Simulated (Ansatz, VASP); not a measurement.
# TiGe: VASP beside Ansatz, part 2 of 3

Aim: how closely do two programs agree when they are given the same cell, functional and k mesh? The cell is generated by rule, not measured, and may not be a known phase. The cell is taken from a series of runs on this material, whose earlier steps may have relaxed, scaled, displaced or heated it; both programs get it as it stands.

VASP 6.6.1 and Ansatz 0.2.0.

So far: Set-up; Ansatz: zone-centre phonons, PBE.

### Step 3. VASP: zone-centre phonons, PBE

Level of this step: PBE; plane waves and PAW (Ti_sv, Ge_d); invented cell (VASP).

The same cell, functional, mesh and smearing now go to VASP, with its own data sets.

Lines of VASP's logs that name or quote its potential files are left out, and so is its time.

Contents of INCAR:

```
SYSTEM = TiGe
PREC = Accurate
ENCUT = 500
EDIFF = 1E-08
NELM = 120
ISMEAR = 1
SIGMA = 0.15
LREAL = .FALSE.
ALGO = Normal
GGA = PE
NBANDS = 32
LASPH = .TRUE.
LORBIT = 11
LWAVE = .FALSE.
LCHARG = .FALSE.
ISIF = 2
IBRION = 8
GGA_COMPAT = .FALSE.
KPAR = 2
```

Contents of POSCAR:

```
TiGe
1.0
    4.4490299543      0.0000032118      0.0000000000
   -2.2245177587      3.8529713567      0.0000000000
    0.0000000000      0.0000000000      5.0637889032
Ti Ge
2 2
Direct
    0.3333333333      0.6666666667      0.9375000000
    0.6666666667      0.3333333333      0.4375000000
    0.3333333333      0.6666666667      0.4375000000
    0.6666666667      0.3333333333      0.9375000000
```

Contents of KPOINTS:

```
Automatic mesh
0
Gamma
10 10 8
0 0 0
```

The projector-augmented-wave data sets are Ti_sv and Ge_d (PBE family, release 64).

On the command line:

```console
> mpirun -np 2 vasp_std
```

Log:

```text
[banner, memory and clock lines left out]
running    2 mpi-ranks, on    1 nodes
 distrk:  each k-point on    1 cores,    2 groups
 distr:  one band on    1 cores,    1 groups

 POSCAR found type information on POSCAR TiGe
 POSCAR found :  2 types and       4 ions
 LDA part: xc-table for (Slater+PW92), standard interpolation
 POSCAR, INCAR and KPOINTS ok, starting setup
 FFT: planning ... GRIDC
 FFT: planning ... GRID_SOFT
 FFT: planning ... GRID
 WAVECAR not read
 entering main loop
       N       E                     dE             d eps       ncg     rms          rms(c)
DAV:   1     0.567103012911E+03    0.56710E+03   -0.26627E+04  5232   0.353E+03
DAV:   2     0.698649299461E+02   -0.49724E+03   -0.48721E+03  4480   0.804E+02
DAV:   3    -0.200219718294E+02   -0.89887E+02   -0.88995E+02  6288   0.222E+02
DAV:   4    -0.295456641912E+02   -0.95237E+01   -0.94730E+01  6872   0.671E+01
DAV:   5    -0.301385125297E+02   -0.59285E+00   -0.59276E+00  6200   0.125E+01    0.152E+01
DAV:   6    -0.258765685945E+02    0.42619E+01   -0.47909E+01  5784   0.417E+01    0.601E+00
DAV:   7    -0.253486068004E+02    0.52796E+00   -0.78643E+00  5704   0.199E+01    0.287E+00
DAV:   8    -0.253238949497E+02    0.24712E-01   -0.71092E-01  6256   0.588E+00    0.107E+00
DAV:   9    -0.253163408658E+02    0.75541E-02   -0.11795E-01  5728   0.241E+00    0.356E-01
DAV:  10    -0.253180113666E+02   -0.16705E-02   -0.86375E-03  6520   0.693E-01    0.931E-02
DAV:  11    -0.253179132168E+02    0.98150E-04   -0.22440E-03  6472   0.304E-01    0.570E-02
DAV:  12    -0.253179066550E+02    0.65617E-05   -0.34935E-04  6536   0.115E-01    0.125E-02
DAV:  13    -0.253179076264E+02   -0.97137E-06   -0.20962E-05  5448   0.451E-02    0.281E-03
DAV:  14    -0.253179085409E+02   -0.91448E-06   -0.17850E-06  6184   0.120E-02    0.239E-03
DAV:  15    -0.253179088049E+02   -0.26401E-06   -0.18841E-07  6040   0.274E-03    0.804E-04
DAV:  16    -0.253179087557E+02    0.49211E-07   -0.54366E-08  4768   0.172E-03    0.174E-04
DAV:  17    -0.253179087142E+02    0.41513E-07   -0.26011E-09  3640   0.430E-04    0.430E-05
DAV:  18    -0.253179087139E+02    0.24738E-09   -0.63179E-10  3528   0.254E-04
   1 F= -.25317909E+02 E0= -.25318524E+02  d E =0.184550E-02
 Linear response reoptimize wavefunctions to high precision
DAV:   1    -0.253179087171E+02   -0.31796E-08   -0.23452E-10  3360   0.166E-04
DAV:   2    -0.253179087171E+02    0.43656E-10   -0.99289E-11  3400   0.858E-05
 Linear response DOF=           4
 Linear response progress:
  Degree of freedom:   1/  4
       N       E                     dE             d eps       ncg     rms          rms(c)
RMM:   1    -0.742617649631E+00   -0.74262E+00    0.15882E+01 18200   0.919E+01
RMM:   2    -0.695915386886E+00    0.46702E-01   -0.45009E-01 32116   0.419E+00    0.223E-01
RMM:   3    -0.696011724171E+00   -0.96337E-04   -0.34075E-02 36248   0.121E+00    0.103E-01
RMM:   4    -0.696453172860E+00   -0.44145E-03   -0.12497E-02 41969   0.456E-01    0.339E-02
RMM:   5    -0.697551325213E+00   -0.10982E-02   -0.17205E-03 42480   0.159E-01    0.216E-02
RMM:   6    -0.698468392621E+00   -0.91707E-03   -0.75440E-04 42177   0.964E-02    0.619E-03
RMM:   7    -0.698519486636E+00   -0.51094E-04   -0.19360E-04 43369   0.487E-02    0.615E-03
RMM:   8    -0.698610818793E+00   -0.91332E-04   -0.97069E-05 44315   0.292E-02    0.371E-03
RMM:   9    -0.698750842239E+00   -0.14002E-03   -0.82953E-05 44240   0.191E-02    0.100E-03
RMM:  10    -0.698718118852E+00    0.32723E-04   -0.76213E-05 44892   0.120E-02    0.106E-03
RMM:  11    -0.698745450052E+00   -0.27331E-04   -0.48899E-05 45194   0.853E-03    0.363E-04
RMM:  12    -0.698753048923E+00   -0.75989E-05   -0.63283E-05 46007   0.601E-03    0.237E-04
RMM:  13    -0.698757870878E+00   -0.48220E-05   -0.34256E-05 45544   0.460E-03    0.118E-04
RMM:  14    -0.698760832782E+00   -0.29619E-05   -0.43059E-05 45513   0.356E-03    0.723E-05
[...]
RMM:  19    -0.698762808443E+00    0.10794E-06   -0.11815E-05 44529   0.140E-03    0.282E-05
RMM:  20    -0.698762830265E+00   -0.21822E-07   -0.12948E-05 46071   0.119E-03    0.369E-05
RMM:  21    -0.698762732443E+00    0.97823E-07   -0.90378E-06 44739   0.103E-03    0.579E-05
RMM:  22    -0.698762893816E+00   -0.16137E-06   -0.86627E-06 45308   0.898E-04    0.622E-05
RMM:  23    -0.698762965149E+00   -0.71333E-07   -0.63297E-06 45835   0.786E-04    0.693E-05
RMM:  24    -0.698763017591E+00   -0.52442E-07   -0.59907E-06 45002   0.693E-04    0.726E-05
RMM:  25    -0.698763061320E+00   -0.43729E-07   -0.48832E-06 44923   0.614E-04    0.793E-05
RMM:  26    -0.698763218647E+00   -0.15733E-06   -0.44352E-06 42006   0.558E-04    0.707E-05
 first order change of Fermi-energy  -0.61413E-05
 force on displaced ion       1 direction 1 :  -7.836   0.003   0.000
 Linear response progress:
  Degree of freedom:   2/  4
       N       E                     dE             d eps       ncg     rms          rms(c)
RMM:   1    -0.707383293530E+00   -0.70738E+00    0.17027E+01  6390   0.921E+01
RMM:   2    -0.671884084000E+00    0.35499E-01   -0.43634E-01 11639   0.392E+00    0.194E-01
RMM:   3    -0.671771957657E+00    0.11213E-03   -0.32039E-02 12921   0.112E+00    0.940E-02
RMM:   4    -0.671531604794E+00    0.24035E-03   -0.13625E-02 14123   0.494E-01    0.339E-02
RMM:   5    -0.672773482745E+00   -0.12419E-02   -0.23468E-03 14809   0.168E-01    0.227E-02
RMM:   6    -0.673093238117E+00   -0.31976E-03   -0.75295E-04 14827   0.860E-02    0.164E-02
RMM:   7    -0.673253257814E+00   -0.16002E-03   -0.24745E-04 14971   0.503E-02    0.953E-03
RMM:   8    -0.673467580987E+00   -0.21432E-03   -0.12779E-04 15158   0.335E-02    0.164E-03
RMM:   9    -0.673477738145E+00   -0.10157E-04   -0.94694E-05 15782   0.200E-02    0.846E-04
RMM:  10    -0.673478784329E+00   -0.10462E-05   -0.71345E-05 15586   0.129E-02    0.412E-04
RMM:  11    -0.673485902467E+00   -0.71181E-05   -0.40267E-05 16164   0.931E-03    0.315E-04
RMM:  12    -0.673490898064E+00   -0.49956E-05   -0.47785E-05 16184   0.709E-03    0.317E-04
RMM:  13    -0.673505956082E+00   -0.15058E-04   -0.33741E-05 15127   0.601E-03    0.291E-04
RMM:  14    -0.673498660307E+00    0.72958E-05   -0.31298E-05 15718   0.484E-03    0.842E-05
RMM:  15    -0.673497164089E+00    0.14962E-05   -0.21591E-05 16273   0.406E-03    0.991E-05
RMM:  16    -0.673497465682E+00   -0.30159E-06   -0.25508E-05 16242   0.353E-03    0.168E-04
RMM:  17    -0.673497761201E+00   -0.29552E-06   -0.14621E-05 15888   0.311E-03    0.159E-04
RMM:  18    -0.673497988569E+00   -0.22737E-06   -0.18666E-05 15858   0.277E-03    0.169E-04
RMM:  19    -0.673497971676E+00    0.16893E-07   -0.10254E-05 15925   0.249E-03    0.171E-04
 first order change of Fermi-energy   0.14417E-02
 force on displaced ion       1 direction 3 :   0.000   0.000 -10.452
 Linear response progress:
  Degree of freedom:   3/  4
       N       E                     dE             d eps       ncg     rms          rms(c)
RMM:   1    -0.189096877969E+00   -0.18910E+00    0.10241E+01 21258   0.472E+01
RMM:   2    -0.197642631733E+00   -0.85458E-02   -0.19709E-02 32853   0.884E-01    0.105E-01
RMM:   3    -0.197986360720E+00   -0.34373E-03   -0.26384E-03 36971   0.319E-01    0.560E-02
RMM:   4    -0.198397442677E+00   -0.41108E-03   -0.49827E-04 41027   0.121E-01    0.137E-02
RMM:   5    -0.198445037956E+00   -0.47595E-04   -0.14612E-04 41760   0.491E-02    0.630E-03
RMM:   6    -0.198502649910E+00   -0.57612E-04   -0.61475E-05 43717   0.288E-02    0.278E-03
RMM:   7    -0.198505664559E+00   -0.30146E-05   -0.27919E-05 43682   0.183E-02    0.216E-03
RMM:   8    -0.198505381287E+00    0.28327E-06   -0.14646E-05 44024   0.127E-02    0.993E-04
RMM:   9    -0.198508439539E+00   -0.30583E-05   -0.97956E-06 44254   0.916E-03    0.298E-04
RMM:  10    -0.198508336253E+00    0.10329E-06   -0.57566E-06 45390   0.662E-03    0.219E-04
RMM:  11    -0.198509055578E+00   -0.71932E-06   -0.48475E-06 44983   0.501E-03    0.136E-04
RMM:  12    -0.198509947063E+00   -0.89148E-06   -0.37649E-06 45146   0.388E-03    0.751E-05
RMM:  13    -0.198510005648E+00   -0.58586E-07   -0.31249E-06 44391   0.304E-03    0.835E-05
RMM:  14    -0.198510274787E+00   -0.26914E-06   -0.24249E-06 44925   0.242E-03    0.103E-04
RMM:  15    -0.198510021017E+00    0.25377E-06   -0.19142E-06 43861   0.197E-03    0.199E-04
RMM:  16    -0.198510581422E+00   -0.56040E-06   -0.15170E-06 43102   0.164E-03    0.122E-04
RMM:  17    -0.198510833224E+00   -0.25180E-06   -0.11614E-06 44541   0.134E-03    0.109E-04
RMM:  18    -0.198511096242E+00   -0.26302E-06   -0.10066E-06 43879   0.111E-03    0.883E-05
RMM:  19    -0.198511148357E+00   -0.52115E-07   -0.66018E-07 46298   0.923E-04    0.104E-04
RMM:  20    -0.198511071614E+00    0.76743E-07   -0.64414E-07 43781   0.778E-04    0.136E-04
RMM:  21    -0.198510870064E+00    0.20155E-06   -0.44646E-07 42817   0.677E-04    0.191E-04
RMM:  22    -0.198510953694E+00   -0.83630E-07   -0.42496E-07 43772   0.568E-04    0.187E-04
RMM:  23    -0.198510959218E+00   -0.55234E-08   -0.26068E-07 45205   0.484E-04    0.199E-04
RMM:  24    -0.198510942925E+00    0.16293E-07   -0.27996E-07 44004   0.417E-04    0.211E-04
 first order change of Fermi-energy  -0.75168E-04
 force on displaced ion       3 direction 1 :  -7.640  -0.007   0.000
 Linear response progress:
  Degree of freedom:   4/  4
       N       E                     dE             d eps       ncg     rms          rms(c)
RMM:   1    -0.193564318937E+00   -0.19356E+00    0.96653E+00  7462   0.460E+01
RMM:   2    -0.201585072218E+00   -0.80208E-02   -0.23463E-02 11513   0.965E-01    0.717E-02
RMM:   3    -0.202035566449E+00   -0.45049E-03   -0.31433E-03 12724   0.348E-01    0.481E-02
RMM:   4    -0.202660234435E+00   -0.62467E-03   -0.58258E-04 13415   0.147E-01    0.103E-02
RMM:   5    -0.202612720402E+00    0.47514E-04   -0.15580E-04 13603   0.648E-02    0.824E-03
RMM:   6    -0.202623218658E+00   -0.10498E-04    0.51183E-05 14660   0.361E-02    0.550E-03
RMM:   7    -0.202665234066E+00   -0.42015E-04    0.54455E-05 14519   0.221E-02    0.234E-03
RMM:   8    -0.202661594269E+00    0.36398E-05    0.99174E-05 15677   0.136E-02    0.100E-03
RMM:   9    -0.202669452971E+00   -0.78587E-05    0.82993E-05 15592   0.895E-03    0.325E-04
RMM:  10    -0.202674419321E+00   -0.49664E-05    0.66828E-05 15702   0.622E-03    0.219E-04
RMM:  11    -0.202678394363E+00   -0.39750E-05    0.36098E-05 15920   0.454E-03    0.919E-05
RMM:  12    -0.202678941573E+00   -0.54721E-06    0.50907E-05 15688   0.347E-03    0.716E-05
RMM:  13    -0.202680075661E+00   -0.11341E-05    0.37421E-05 15780   0.267E-03    0.642E-05
RMM:  14    -0.202679748225E+00    0.32744E-06    0.46664E-05 15837   0.212E-03    0.692E-05
RMM:  15    -0.202682090136E+00   -0.23419E-05    0.14743E-05 15231   0.175E-03    0.208E-04
RMM:  16    -0.202680572304E+00    0.15178E-05    0.44429E-05 15089   0.148E-03    0.102E-04
RMM:  17    -0.202683369544E+00   -0.27972E-05    0.21112E-05 15751   0.119E-03    0.955E-05
RMM:  18    -0.202682486065E+00    0.88348E-06    0.33658E-05 15709   0.979E-04    0.843E-05
RMM:  19    -0.202683879654E+00   -0.13936E-05    0.20250E-05 16061   0.803E-04    0.102E-04
RMM:  20    -0.202683147805E+00    0.73185E-06    0.30531E-05 15289   0.691E-04    0.883E-05
 first order change of Fermi-energy  -0.16706E-02
 force on displaced ion       3 direction 3 :  -0.000  -0.000 -10.856
 Linear response finished
```

[end of part 2 of 3]

[Lines on the potential files, build, host, timing and source positions are cut from VASP's logs without a mark.]

[Logs are printed without paths, hosts, clocks, repeated set-up lines and the standing remarks that a program may print on its own settings, such as how far it seeks lower states.]

[Hosts, paths, dates, database ids (printed as entryN), source tags and the programs' standing remarks are cut or masked in the printed files.]
